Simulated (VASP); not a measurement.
Method: PBE GGA + U (Dudarev), VASP's PBE PAW potentials (set 64) (plane waves; VASP).

VASP input:

### POSCAR
```
MoS2
1
    1.5921500000     0.9192280000     6.4821000000
   -1.5921500000     0.9192280000     6.4821000000
    0.0000000000    -1.8384560000     6.4821000000
Mo S
1 2
Direct
  0.9997800000   0.9997800000   0.9997800000
  0.4129370000   0.4129370000   0.4129370000
  0.2533030000   0.2533030000   0.2533030000
```

KPOINTS:
```
Automatic mesh
0
Gamma
10 10 10
0 0 0
```

### INCAR
```
LDAUL = 2 -1
LDAUJ = 0 0
NELM = 100
LCHARG = .FALSE.
SIGMA = 0.01
ISIF = 2
ENCUT = 300   ! plane-wave cut-off (eV)
LWAVE = .FALSE.
LDAU = .TRUE.
PREC = Accurate
LASPH = .TRUE.   ! aspherical one-centre terms
GGA = PE
ALGO = Normal   ! blocked Davidson
LDAUU = 8.0 0
LMAXMIX = 4   ! l cut-off of mixed one-centre charges
LDAUTYPE = 2
LREAL = .FALSE.   ! projection in real space or not
SYSTEM = MoS2
ISMEAR = 0   ! Gaussian
EDIFF = 1E-6
```

POTCAR, in this order: Mo_sv S (PBE.64 set). Program: vasp_std.

The resulting files:

File OSZICAR:
```
       N       E                     dE             d eps       ncg     rms          rms(c)
DAV:   1     0.115298796366E+03    0.11530E+03   -0.10551E+04  4648   0.947E+02
DAV:   2    -0.108184143087E+02   -0.12612E+03   -0.12423E+03  5303   0.262E+02
DAV:   3    -0.144034054684E+02   -0.35850E+01   -0.35686E+01  4836   0.417E+01
DAV:   4    -0.144468154432E+02   -0.43410E-01   -0.43348E-01  5144   0.449E+00
DAV:   5    -0.144473827476E+02   -0.56730E-03   -0.56722E-03  4873   0.473E-01    0.229E+01
DAV:   6    -0.126606071607E+02    0.17868E+01   -0.15515E+01  4523   0.271E+01    0.975E+00
DAV:   7    -0.123796473340E+02    0.28096E+00   -0.29751E+00  4462   0.115E+01    0.463E+00
DAV:   8    -0.123376645338E+02    0.41983E-01   -0.31877E-01  4309   0.381E+00    0.188E+00
DAV:   9    -0.123396229400E+02   -0.19584E-02   -0.19837E-02  5020   0.931E-01    0.432E-01
DAV:  10    -0.123398532613E+02   -0.23032E-03   -0.10652E-02  4152   0.763E-01    0.240E-01
DAV:  11    -0.123403911721E+02   -0.53791E-03   -0.16175E-03  4508   0.234E-01    0.103E-01
DAV:  12    -0.123408809258E+02   -0.48975E-03   -0.12982E-03  4531   0.168E-01    0.645E-02
DAV:  13    -0.123413768795E+02   -0.49595E-03   -0.21797E-03  4193   0.201E-01    0.695E-02
DAV:  14    -0.123417599100E+02   -0.38303E-03   -0.50927E-03  4342   0.295E-01    0.471E-02
DAV:  15    -0.123417932961E+02   -0.33386E-04   -0.54915E-04  4483   0.991E-02    0.147E-02
DAV:  16    -0.123418031623E+02   -0.98662E-05   -0.58596E-05  4524   0.353E-02    0.103E-02
DAV:  17    -0.123418050982E+02   -0.19359E-05   -0.19186E-06  3332   0.900E-03    0.413E-03
DAV:  18    -0.123418052439E+02   -0.14568E-06   -0.70729E-07  1972   0.502E-03
   1 F= -.12341805E+02 E0= -.12341805E+02  d E =0.000000E+00
```

**OUTCAR**
```
------------------------ aborting loop because EDIFF is reached ----------------------------------------
  FORCE on cell =-STRESS in cart. coord.  units (eV):
  Direction    XX          YY          ZZ          XY          YZ          ZX
  --------------------------------------------------------------------------------------
  Total        2.0440151      2.0440141      2.5873433      0.0000000      0.0000000      0.0000000
  in kB       57.5334581     57.5334292     72.8266668      0.0000000      0.0000000      0.0000000
  external PRESSURE =      62.6311847 kB  Pullay stress =       0.0000000 kB
  volume of cell :       56.92
      direct lattice vectors                 reciprocal lattice vectors
     1.592150000  0.919228000  6.482100000     0.314040762  0.181311564  0.051423664
    -1.592150000  0.919228000  6.482100000    -0.314040762  0.181311564  0.051423664
     0.000000000 -1.838456000  6.482100000     0.000000000 -0.362623129  0.051423664
 POSITION                                       TOTAL-FORCE (eV/Angst)
 -----------------------------------------------------------------------------------
      0.00000      0.00000     19.44202         0.000000      0.000000     -0.000914
      0.00000      0.00000      8.03010         0.000000     -0.000000      0.766491
      0.00000      0.00000      4.92581         0.000000     -0.000000     -0.765577
 -----------------------------------------------------------------------------------
    total drift:                               -0.000000     -0.000006      0.000297
  FREE ENERGIE OF THE ION-ELECTRON SYSTEM (eV)
  ---------------------------------------------------
  free  energy   TOTEN  =       -12.3418052439 eV

  energy  without entropy=      -12.3418052439  energy(sigma->0) =      -12.34180524
```
(Selected blocks of OUTCAR.)

At this cut-off the stress carries a Pulay error, which pulls relaxed volumes low.

The structure comes from a computed database's MoS2 entry; how it stands against other phases isn't given here. The cell was not relaxed at this level. The run is one of a series of settings (LDAU = .TRUE., LDAUJ = 0 0, LDAUL = 2 -1, LDAUTYPE = 2, LDAUU = 8.0 0 against the base run), some of them coarse on purpose.
